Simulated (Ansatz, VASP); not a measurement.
## C (Graphite): VASP beside Ansatz

Aim: how closely do two programs agree when they are given the same cell, functional and k mesh? The cell is taken from a series of runs on this material, whose earlier steps may have relaxed, scaled, displaced or heated it; both programs get it as it stands.

Method: plane waves, with VASP 6.6.1 beside it; zone-centre phonons at LDA, in Ansatz 0.2.0.

### Step 1. The starting structure

Symmetry: P6_3/mmc, No. 194, hexagonal system. Conventional cell: a = 2.445 Å, b = 2.445 Å, c = 6.649 Å, α = 90.00°, β = 90.00°, γ = 120.00°. Nearest to C lie 3 C at 1.41 Å. C has 3 C at 1.41 Å nearest.

Structure file:

```cif
data_structure
_symmetry_space_group_name_H-M 'P 1'
_symmetry_Int_Tables_number 1
_cell_length_a 2.4449
_cell_length_b 2.4449
_cell_length_c 6.6494
_cell_angle_alpha 90.000
_cell_angle_beta 90.000
_cell_angle_gamma 120.000
_cell_volume 34.42
loop_
_atom_site_label
_atom_site_type_symbol
_atom_site_fract_x
_atom_site_fract_y
_atom_site_fract_z
_atom_site_occupancy
C1 C 0.00000 0.00000 0.75000 1
C2 C 0.00000 0.00000 0.25000 1
C3 C 0.33333 0.66667 0.75000 1
C4 C 0.66667 0.33333 0.25000 1
```

### Step 2. Ansatz: zone-centre phonons, LDA

Ansatz runs on its default PAW (the set named soft_2) files.

Second derivatives magnify differences that forces hide, and they need a tight electronic threshold.

File input.yaml:

```yaml
crystal:
  lattice:
    - [2.4449026517, 0.0, 0.0]
    - [-1.2224513259, 2.1173478062, 0.0]
    - [0.0, 0.0, 6.6494072431]
  atoms:
    - { symbol: C, position: [0.0, 0.0, 0.75] }
    - { symbol: C, position: [0.0, 0.0, 0.25] }
    - { symbol: C, position: [0.3333333333, 0.6666666667, 0.75] }
    - { symbol: C, position: [0.6666666667, 0.3333333333, 0.25] }
kpoints:
  mp_grid: { grid: [24, 24, 8] }
hamiltonian:
  xc: lda
scf:
  occupations: { method: methfessel_paxton, width: 0.2 }
output:
  eigenvalues: true
phonons:
  method: dfpt
```

Run with:

```
> ansatz run input.yaml --threads 8 --pin off --max-ram 14336MiB --backend cpu --events-out ev --progress --plain --runs-dir out
```

Numbers of over 12 decimals in the logs are rounded to 6 here.

The log of the run:

```text
zone centre: on kpoints.mp_grid the ground state, and the responses unless they are solved on pairs of k-points, stand on 785 of the mesh's 4608 k-points, reduced under 4 symmetry operations, with k and −k counted as one. Each operation leaves every solved displacement unchanged or reverses it
Engine: ansatz 0.2.0, x86_64-unknown-linux-gnu
Pseudopotentials: kind: paw
Pseudopotential: C, paw, valence charge 4, recommended cutoff 420 eV (normal), C.paw.azcp
Functional definition: SPW92
  exchange = slater_x
  correlation = pw_c
Crystal: 4 atoms, lattice volume = 34.422 Å³
Basis set: ecut = 420 eV, 653 PW (Γ), exchange–correlation on 36×36×96 points (8 copies of the dense FFT grid, shifted against one another)
Bands: 12, of which v1, the nominal top of the filled ones, is band 8 counted from 1 (7 counted from 0)
Symmetry: 24 space group operations
k-points: 785 of 4608 (irreducible under 4 space group operations, time reversal used)
Non-local potential: C, projectors of the file, l = 0: 2, l = 1: 2, l = 2: 1
PAW form: soft (Blöchl's): semilocal exchange-correlation on the pseudo side does not see the compensation charge
PAW frozen core: C, regenerated for the run's functional, and the local potential with it (the file was generated under x = pbe(κ = 0.804, μ = 0.219515), c = pbe(β = 0.066725))
PAW one-centre angular grid: C, 110 points (default); XC on 64 Gauss nodes
Initial density: superposition of atomic densities (neutral atoms: chi_scale 0, normalization atom), corrected by the library's trained network
Initial wavefunctions: pseudopotential atomic-orbital guess
Functional: x = slater, c = lda
SCF iter   1: F=—  HF=-971.934325 eV  |F-HF|=—  |Δ(HF+E_count)|=         —  Δρ=5.95e-3  dr2=4.32e-3  ethr=1.77e-3  ⟨swp⟩=4.5  Hψ=49246  notcnv=0
preconditioner: auto → none  [metal: Δε(μ)=0.014 eV  Ē_g=15.744 eV  σ=0.200 eV  W_gap=0.06  n_scr=4 (ndim 8)  ℏωp=25.3 eV  f_vac=0.000  D(μ)=0.06/eV (n_scr^D=0)  sad-step TF]
SCF iter   2: F=—  HF=-971.934044 eV  |F-HF|=—  |Δ(HF+E_count)|=   2.80e-4  S|Δr|=    0.00e0  Δρ=3.36e-3  dr2=1.64e-3  ethr=2.70e-5  ⟨swp⟩=1.6  Hψ=17447  notcnv=0
SCF iter   3: F=—  HF=-971.933766 eV  |F-HF|=—  |Δ(HF+E_count)|=   2.78e-4  S|Δr|=    0.00e0  Δρ=2.02e-4  dr2=7.75e-6  ethr=1.03e-5  ⟨swp⟩=1.0  Hψ=9423  notcnv=0
SCF iter   4: F=—  HF=-971.933769 eV  |F-HF|=—  |Δ(HF+E_count)|=   3.64e-6  S|Δr|=    0.00e0  Δρ=4.60e-5  dr2=2.43e-7  ethr=4.84e-8  ⟨swp⟩=2.2  Hψ=14968  notcnv=0
SCF iter   5: F=—  HF=-971.933769 eV  |F-HF|=—  |Δ(HF+E_count)|=   1.91e-7  S|Δr|=    0.00e0  Δρ=7.84e-6  dr2=1.65e-8  ethr=1.52e-9  ⟨swp⟩=2.2  Hψ=15247  notcnv=0
SCF iter   6: F=—  HF=-971.933769 eV  |F-HF|=—  |Δ(HF+E_count)|=   3.89e-9  S|Δr|=    0.00e0  Δρ=2.07e-6  dr2=1.11e-9  ethr=1.03e-10  ⟨swp⟩=2.0  Hψ=15003  notcnv=0
SCF iter   7: F=—  HF=-971.933769 eV  |F-HF|=—  |Δ(HF+E_count)|=  2.32e-10  S|Δr|=    0.00e0  Δρ=3.81e-7  dr2=3.28e-11  ethr=6.94e-12  ⟨swp⟩=2.6  Hψ=15384  notcnv=0
SCF iter   8: F=-971.933769 eV  HF=-971.933769 eV  |F-HF|=1.14e-13  |Δ(HF+E_count)|=  6.48e-12  S|Δr|=    0.00e0  Δρ=4.37e-8  dr2=2.85e-13  ethr=1.00e-12  ⟨swp⟩=5.9  Hψ=40019  notcnv=0
SCF 1 converged in 8 iterations: F = -971.933769 eV  dr2 = 2.85e-13
  greatest PAW one-centre occupation: 0.671 electrons in one spin orbital (limit 2), on the C atom at site 1 (counted from 0), in its partial waves of l = 0
DFPT response loops at Γ: preconditioner auto → Kerker (q_TF=auto, 2.401 Å⁻¹) (partly filled bands, converged f_vac=0.000); β = 1.00, the filter's whole step (`scf.mixing.beta` (0.50) is not read by the response loops under this deck's `scf.mixing.preconditioner`; to damp them name `kerker` or `kerker_dos`, under which they read `scf.mixing.beta`, and type it under 1.00, their step now; both keys bind the ground state too); Broyden in place of MSR1
SCF converged after 8 iterations
Stability not checked: this state was not tested for a lower state beside it, because cold or Methfessel-Paxton smearing, or corrected tetrahedra, fill the levels in a way that the test cannot read (fill_not_monotonic; see scf.lower_state_search)
Free energy (F): -971.933769 eV
Harris-Foulkes:  -971.933769 eV  (|F-HF|=1.14e-13)
Internal energy: -971.933556 eV  (E = F + TS)
E sigma→0 (E₀):  -971.933716 eV
Entropy (-TS):   -0.000214 eV (-0.053 meV/atom)
Fermi energy:    6.959431 eV
--- Per-component energies (eV) ---
  E_band       = -34.418368
  E_kinetic    = 366.151146
  E_local      = -611.451307  (includes V_loc(G=0)·N_el)
  E_nonlocal   = 114.294381
  E_hartree    = 182.368920
  E_xc         = -190.718423
  E_vxc        = -237.143407  (∫ρ·V_xc dr)
  E_paw        = -367.850922  (= ΣΔE_a)
  E_vpaw       = -31.007057  (= ΣTr[D̂ρ^β])
  E_aug_tail   = 0.000037  (compensation charges beyond the density's cutoff)
  E_ewald      = -464.978718
  E_core_change = 0.251330  (= ΣΔE_core)
  E_smearing   = -0.000214  (= −TS)
  E_closure    = 0.000000  (closes the sum)
  Σ components = -971.933769   (vs F -971.933769, Δ=0.00e0)
--- Band table (eV; the first three rows and the last of 785) ---
  k-point 0: bands = [... 4 lower, 3.9879, 3.9879, 4.0071, 4.0071, 10.8669, 15.4383, 15.4383, 15.4946]
  k-point 1: bands = [... 4 lower, 3.9887, 3.9887, 4.0063, 4.0063, 11.0684, 15.4404, 15.4404, 15.4913]
  k-point 2: bands = [... 4 lower, 3.9909, 3.9909, 4.0044, 4.0044, 11.6427, 15.4464, 15.4464, 15.4850]
  k-point 784: bands = [... 4 lower, -2.0655, -2.0655, 4.1571, 4.1571, 9.8392, 9.8392, 17.2396, 17.2396]
--- Phonons (Γ-DFPT): 4 representative perturbations + reference, on 785 of 4608 k-points (Σ response iterations 12) ---
  k mesh reduced under 4 symmetry operations, with k and −k counted as one. Each operation leaves every solved displacement unchanged or reverses it
  ASR residual: 3.115e-5 → 0.000e0 eV/Å²; symmetrization residual: 3.638e-7 eV/Å²
  ASR residual per site (eV/Å²): 3.11e-5 3.11e-5 2.18e-5 2.18e-5
  Γ frequencies (cm⁻¹): 0.00 0.00 0.00 41.87 41.87 109.68 884.98 890.19 1599.27 1599.27 1603.70 1603.70
  non-analytic LO–TO correction: not included (Born effective charges unavailable; polar crystals: no LO–TO splitting at Γ)
```

[end of part 1 of 2]

[Lines on the potential files, build, host, timing and source positions are cut from VASP's logs without a mark.]

[Logs are printed without paths, hosts, clocks, repeated set-up lines and the standing remarks that a program may print on its own settings, such as how far it seeks lower states.]

[Hosts, paths, dates, database ids (printed as entryN), source tags and the programs' standing remarks are cut or masked in the printed files.]
